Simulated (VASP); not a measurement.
# Sn2GeO2 (P4mm) in VASP: notebook

Aim: see how the results for Sn2GeO2 move with the level of theory and the settings. Levels: PBE, r2SCAN. Tasks: relaxation of cell and atoms, single point.

All numbers are computed with VASP 6.6.1; they aren't measurements. Logs are shortened: lines on timing, memory, paths and dates and some standing lists are left out, and cuts for length are marked.

## 1. The crystal as given

The structure is tetragonal, space group P4mm (No. 99). Conventional cell: a = 3.853 Å, b = 3.853 Å, c = 6.462 Å, α = 90.00°, β = 90.00°, γ = 90.00°. Around Sn (site symmetry 4mm) lie 4 O at 2.15 Å. Sn (site symmetry 4mm) has 4 O at 2.41 Å as nearest neighbours. Around Ge (site symmetry 4mm) lie 5 Sn at 2.74 to 3.03 Å. O (site symmetry 2mm) has 4 Sn at 2.15 to 2.41 Å as nearest neighbours.

The cell was built by a generator and needn't be a form met in nature.

## 2. Relaxation of cell and atoms, PBE

Input file INCAR:

```
SYSTEM = Sn2GeO2
  PREC = Accurate
  ENCUT = 520
  EDIFF = 1E-6
  ISMEAR = 0
  SIGMA = 0.1
  LREAL = .FALSE.
  LASPH = .TRUE.
  NELM = 120
  ALGO = Normal
  ISIF = 3
  LWAVE = .FALSE.
  LCHARG = .FALSE.
  GGA = PE
  IBRION = 2
  NSW = 90
  EDIFFG = -0.01
  KPAR = 4
```

Input file KPOINTS:

```
regular mesh
0
G
  8 8 6
  0 0 0
```

Input file POSCAR:

```
Sn2GeO2
1.0
    3.8530000000      0.0000000000      0.0000000000
    0.0000000000      3.8530000000      0.0000000000
    0.0000000000      0.0000000000      6.4620000000
Sn Ge O
2 1 2
Direct
    0.5000000000      0.5000000000      0.8000619000
    0.0000000000      0.0000000000      0.4309811200
    0.5000000000      0.5000000000      0.2246982400
    0.5000000000      0.0000000000      0.6538223500
    0.0000000000      0.5000000000      0.6538223500
```

Potentials or basis: VASP PAW PBE potentials, release 64 (Sn_d, Ge_d, O).

Command:

```console
$ cat potpaw_PBE.64/Sn_d/POTCAR potpaw_PBE.64/Ge_d/POTCAR potpaw_PBE.64/O/POTCAR > POTCAR
$ mpirun -np 4 vasp_std > vasp.out
```

OUTCAR:

```text
SYSTEM = Sn2GeO2
   PREC = Accurate
   ENCUT = 520
   EDIFF = 1E-6
   ISMEAR = 0
   LREAL = .FALSE.
   LASPH = .TRUE.
   NELM = 120
   ISIF = 3
   GGA = PE
   IBRION = 2
   NSW = 90
   EDIFFG = -0.01

 ion  position               nearest neighbor table
   1  0.500  0.500  0.800-   4 2.15   5 2.15   4 2.15   5 2.15   3 2.74   2 3.62   2 3.62   2 3.62
                             2 3.62
   2  0.000  0.000  0.431-   4 2.41   5 2.41   5 2.41   4 2.41   3 3.03   3 3.03   3 3.03   3 3.03
                             1 3.62   1 3.62   1 3.62   1 3.62
   3  0.500  0.500  0.225-   1 2.74   2 3.03   2 3.03   2 3.03   2 3.03
   4  0.500  0.000  0.654-   1 2.15   1 2.15   2 2.41   2 2.41
   5  0.000  0.500  0.654-   1 2.15   1 2.15   2 2.41   2 2.41

  LATTYP: Found a simple tetragonal cell.
 ALAT       =     3.8530000000
 C/A-ratio  =     1.6771347002

  Lattice vectors:

 A1 = (   3.8530000000,   0.0000000000,   0.0000000000)
 A2 = (   0.0000000000,   3.8530000000,   0.0000000000)
 A3 = (   0.0000000000,   0.0000000000,   6.4620000000)

Analysis of symmetry for initial positions (statically):
=====================================================================
 Subroutine PRICEL returns:
 Original cell was already a primitive cell.

 Routine SETGRP: Setting up the symmetry group for a
 simple tetragonal supercell.

 Subroutine GETGRP returns: Found  8 space group operations
 (whereof  8 operations were pure point group operations)
 out of a pool of 16 trial point group operations.

The static configuration has the point symmetry C_4v.

Analysis of symmetry for dynamics (positions and initial velocities):
=====================================================================
 Subroutine PRICEL returns:
 Original cell was already a primitive cell.

 Routine SETGRP: Setting up the symmetry group for a
 simple tetragonal supercell.

 Subroutine GETGRP returns: Found  8 space group operations
 (whereof  8 operations were pure point group operations)
 out of a pool of 16 trial point group operations.

The dynamic configuration has the point symmetry C_4v.

 Subroutine INISYM returns: Found  8 space group operations
 (whereof  8 operations are pure point group operations),
 and found     1 'primitive' translations

----------------------------------------------------------------------------------------

                                     Primitive cell

  volume of cell :      95.9323

  direct lattice vectors                    reciprocal lattice vectors
     3.853000000  0.000000000  0.000000000     0.259538022  0.000000000  0.000000000
     0.000000000  3.853000000  0.000000000     0.000000000  0.259538022  0.000000000
     0.000000000  0.000000000  6.462000000     0.000000000  0.000000000  0.154750851

  length of vectors
     3.853000000  3.853000000  6.462000000     0.259538022  0.259538022  0.154750851

  position of ions in fractional coordinates (direct lattice)
     0.500000000  0.500000000  0.800061900
     0.000000000  0.000000000  0.430981120
     0.500000000  0.500000000  0.224698240
     0.500000000  0.000000000  0.653822350
     0.000000000  0.500000000  0.653822350

  ion indices of the primitive-cell ions
   primitive index   ion index
                 1           1
                 2           2
                 3           3
                 4           4
                 5           5

----------------------------------------------------------------------------------------

 KPOINTS: regular mesh

Automatic generation of k-mesh.
 Grid dimensions read from file:
 generate k-points for:    8    8    6

 Generating k-lattice:

  Cartesian coordinates                     Fractional coordinates (reciprocal lattice)
     0.032442253  0.000000000  0.000000000     0.125000000  0.000000000  0.000000000
     0.000000000  0.032442253  0.000000000     0.000000000  0.125000000  0.000000000
     0.000000000  0.000000000  0.025791809     0.000000000  0.000000000  0.166666667

  Length of vectors
     0.032442253  0.032442253  0.025791809

  Shift w.r.t. Gamma in fractional coordinates (k-lattice)
     0.000000000  0.000000000  0.000000000

 Subroutine IBZKPT returns following result:
 ===========================================

 Found     60 irreducible k-points:

 Following reciprocal coordinates:
            Coordinates               Weight
  0.000000  0.000000  0.000000      1.000000
  0.125000  0.000000  0.000000      4.000000
  0.250000  0.000000  0.000000      4.000000
  0.375000  0.000000  0.000000      4.000000
  0.500000  0.000000  0.000000      2.000000
  0.125000  0.125000  0.000000      4.000000
[... 16 lines left out ...]
  0.375000  0.125000  0.166667     16.000000
  0.500000  0.125000  0.166667      8.000000
 [... further k-points ...]
   k-points           NKPTS =     60   k-points in BZ     NKDIM =     60   number of bands    NBANDS=     32
   number of dos      NEDOS =    301   number of ions     NIONS =      5
   total plane-waves  NPLWV =  43200
   dimension x,y,z NGX =    30 NGY =   30 NGZ =   48
   dimension x,y,z NGXF=    60 NGYF=   60 NGZF=   96
   ions per type =               2   1   2
   NGX,Y,Z   is equivalent  to a cutoff of  12.94, 12.94, 12.35 a.u.
   NGXF,Y,Z  is equivalent  to a cutoff of  25.89, 25.89, 24.70 a.u.
 SYSTEM =  Sn2GeO2
   PREC   = accura    normal or accurate (medium, high low for compatibility)
   ISTART =      0    job   : 0-new  1-cont  2-samecut
   ICHARG =      2    charge: 1-file 2-atom 10-const
   ISPIN  =      1    spin polarized calculation?
   LNONCOLLINEAR =      F non collinear calculations
   LSORBIT =      F    spin-orbit coupling
   LASPH  =      T    aspherical Exc in radial PAW
   ENCUT  =  520.0 eV  38.22 Ry    6.18 a.u.   7.16  7.16 12.02*2*pi/ulx,y,z
   NELM   =    120;   NELMIN=  2; NELMDL= -5     # of ELM steps
   EDIFF  = 0.1E-05   stopping-criterion for ELM
   LREAL  =      F    real-space projection
   EDIFFG = -.1E-01   stopping-criterion for IOM
   NSW    =     90    number of steps for IOM
   IBRION =      2    ionic relax: 0-MD 1-quasi-New 2-CG
   NFREE  =      1    steps in history (QN), initial steepest desc. (CG)
   ISIF   =      3    stress and relaxation
   ISYM   =      2    0-nonsym 1-usesym 2-fastsym
   POTIM  = 0.5000    time-step for ionic-motion
   TEBEG  =    0.0;   TEEND  =   0.0 temperature during run
   PSTRESS=    0.0 pullay stress
   NELECT =      54.0000    total number of electrons
   NUPDOWN=      -1.0000    fix difference up-down
   EMIN   =  10.00;   EMAX   =-10.00  energy-range for DOS
   EFERMI =   0.00;   METHOD = LEGACY
   ISMEAR =     0;   SIGMA  =   0.10  broadening in eV -4-tet -1-fermi 0-gaus
   EFERMI_NEDOS =   21; number of points for ismear=-14 and -15
   IALGO  =     38    algorithm
   IMIX   =      4    mixing-type and parameters
     AMIX     =   0.40;   BMIX     =  1.00
     AMIX_MAG =   1.60;   BMIX_MAG =  1.00
  volume/ion in A,a.u.               =      19.19       129.48
  Fermi-wavevector in a.u.,A,eV,Ry     =   1.351713  2.554367 24.859579  1.827127
  Thomas-Fermi vector in A             =   2.479112
   LORBIT       =      0    0 simple, 1 ext, 2 COOP (PROOUT), +10 PAW based schemes
   GGA     = PE    functional components
   LHFCALC =     F    Hartree Fock is set to
   AEXX    =    0.0000 exact exchange contribution
   IVDW    =     0    specifies the selected vdW correction
   LEPSILON=     F    determine dielectric tensor
   LRPA    =     F    only Hartree local field effects (RPA)
 conjugate gradient relaxation of ions
 non-spin polarized calculation
 Gauss-broadening in eV      SIGMA  =   0.10
  energy-cutoff  :      520.00
  volume of cell :       95.93
 maximum number of plane-waves:      2608
 NGX is ok and might be reduce to    30
   NGX = 15   NGY = 15   NGZ = 25

--------------------------------------- Ionic step        1  -------------------------------------------

 number of electron      54.0000009 magnetization

 Free energy of the ion-electron system (eV)
  ---------------------------------------------------
  ext. energy  EPLUGINS =         0.00000000
  ---------------------------------------------------
  free energy    TOTEN  =       -25.80158195 eV

  energy without entropy =      -25.79216843  energy(sigma->0) =      -25.79687519

------------------------ aborting loop because EDIFF is reached ----------------------------------------

  FORCE on cell =-STRESS in cart. coord.  units (eV):
  Direction    XX          YY          ZZ          XY          YZ          ZX
  --------------------------------------------------------------------------------------
  -------------------------------------------------------------------------------------
  Total       -0.1913125     -0.1913125     -0.0981506      0.0000000     -0.0000000      0.0000000
  in kB       -3.1951335     -3.1951335     -1.6392258      0.0000000     -0.0000000      0.0000000
  external PRESSURE =      -2.6764976 kB  Pullay stress =       0.0000000 kB
[... 98 lines left out ...]
  FREE ENERGIE OF THE ION-ELECTRON SYSTEM (eV)
  ---------------------------------------------------
  free  energy   TOTEN  =       -25.8113142083 eV

  energy  without entropy=      -25.8017107249  energy(sigma->0) =      -25.80651247

[... ionic steps 4 to 9 ...]

--------------------------------------- Ionic step       10  -------------------------------------------

 number of electron      54.0000009 magnetization

------------------------ aborting loop because EDIFF is reached ----------------------------------------
[... 73 lines left out ...]
--------------------------------------- Ionic step       12  -------------------------------------------

 number of electron      54.0000010 magnetization

 Free energy of the ion-electron system (eV)
  ---------------------------------------------------
  ext. energy  EPLUGINS =         0.00000000
  ---------------------------------------------------
  free energy    TOTEN  =       -25.81716445 eV

  energy without entropy =      -25.80715323  energy(sigma->0) =      -25.81215884

 E-fermi :   6.6538     XC(G=0): -10.1224

 val. band max:        6.6509842359   @ k =   0.3750   0.1250   0.5000
 cond. band min:       6.6776035830   @ k =   0.1250   0.0000   0.5000
 fundamental gap:      0.0266193471
 Fermi energy:         6.6538319735

 k-point     1 :       0.0000    0.0000    0.0000
  band No.  band energies     occupation
      1     -18.0743      2.00000
      2     -18.0518      2.00000
      3     -18.0518      2.00000
      4     -18.0268      2.00000
      5     -18.0247      2.00000
      6     -15.8871      2.00000
[... 829 lines left out ...]
     31      10.5335      0.00000
     32      11.5673      0.00000

 [... further k-points ...]

------------------------ aborting loop because EDIFF is reached ----------------------------------------

  FORCE on cell =-STRESS in cart. coord.  units (eV):
  Direction    XX          YY          ZZ          XY          YZ          ZX
  --------------------------------------------------------------------------------------
  -------------------------------------------------------------------------------------
  Total        0.0102621      0.0102621      0.0103340      0.0000000      0.0000000      0.0000000
  in kB        0.1750528      0.1750528      0.1762798      0.0000000      0.0000000      0.0000000
  external PRESSURE =       0.1754618 kB  Pullay stress =       0.0000000 kB
[... 20 lines left out ...]
  FREE ENERGIE OF THE ION-ELECTRON SYSTEM (eV)
  ---------------------------------------------------
  free  energy   TOTEN  =       -25.8171644479 eV

  energy  without entropy=      -25.8071532274  energy(sigma->0) =      -25.81215884

 reached required accuracy - stopping structural energy minimisation
```

It took 3.1 min on 4 MPI ranks of Intel Xeon 6975P-C (Granite Rapids), shared host; peak memory 0.3 GiB.

What came out:

- Free energy: -25.8172 eV
- Relaxed volume: 18.78 Å³/atom
- Relaxed cell: a = 3.844 Å, b = 3.844 Å, c = 6.355 Å, α = 90.00°, β = 90.00°, γ = 90.00°
- Space group after relaxing (to 0.05 Å): P4mm (No. 99)
- Energy gained by relaxing: 3.1 meV/atom
- Ionic steps: 12
- Pressure after relaxing: 0.0 GPa
- Largest force after relaxing: 0.008 eV/Å
- Band gap on the k mesh: none (metal or under the smearing width)

Forces in eV/Å, atoms in the order of the input:
```
Sn   0.000  0.000  0.008
Sn   0.000  0.000  0.001
Ge   0.000  0.000 -0.003
O    0.000  0.000 -0.002
O    0.000  0.000 -0.002
```

Step by step:
```tsv
step	energy change (eV)	largest force (eV/Å)	pressure (GPa)	volume (Å³)
1	0.0000	0.3182	-0.27	95.93
2	-0.0068	0.1934	-0.32	95.49
3	-0.0097	0.2221	-0.40	94.74
4	-0.0100	0.1574	-0.35	94.90
5	-0.0127	0.0633	0.41	93.92
6	-0.0127	0.0635	0.32	93.94
7	-0.0151	0.0358	0.08	94.06
8	-0.0155	0.0247	-0.09	94.12
9	-0.0155	0.0239	-0.09	94.12
10	-0.0155	0.0319	0.01	93.93
11	-0.0155	0.0236	0.02	93.96
12	-0.0156	0.0075	0.02	93.92
```

Final structure:
```
Sn Ge O
1.0
     3.84433    0.00000    0.00000
     0.00000    3.84433    0.00000
     0.00000    0.00000    6.35530
Sn Ge O
2 1 2
Cartesian
  1.9222 1.9222 5.1039
  0.0000 0.0000 2.6742
  1.9222 1.9222 1.4669
  1.9222 3.8443 4.1586
  3.8443 1.9222 4.1586
```

[end of part 1 of 2]
